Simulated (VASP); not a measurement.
```
CELL_PARAMETERS angstrom
      0.00000     2.59051     2.59051
      2.59051     0.00000     2.59051
      2.59051     2.59051     0.00000
ATOMIC_POSITIONS crystal
  Be 0.00000 0.00000 0.00000
  Se 0.25000 0.25000 0.25000
```

Level of theory: PBE GGA, VASP's PBE PAW potentials (set 64) (plane waves; VASP). Run with 400 eV cut-off, 9×9×9 Γ-centred mesh, Gaussian smearing of 0.010 eV, potentials Be Se.

Give the electronic dielectric tensor ε∞ (DFPT, local fields included).

```
6.03  0.00  0.00
0.00  6.03  0.00
0.00  0.00  6.03
```

Give the Born effective charges.

```json
[
 {"atom": "Be1", "Z*xx": "1.57", "Z*yy": "1.57", "Z*zz": "1.57", "mean": "1.57"},
 {"atom": "Se2", "Z*xx": "-1.57", "Z*yy": "-1.57", "Z*zz": "-1.57", "mean": "-1.57"}
]
```

The compound is BeSe in the zinc blende structure. It was relaxed first.
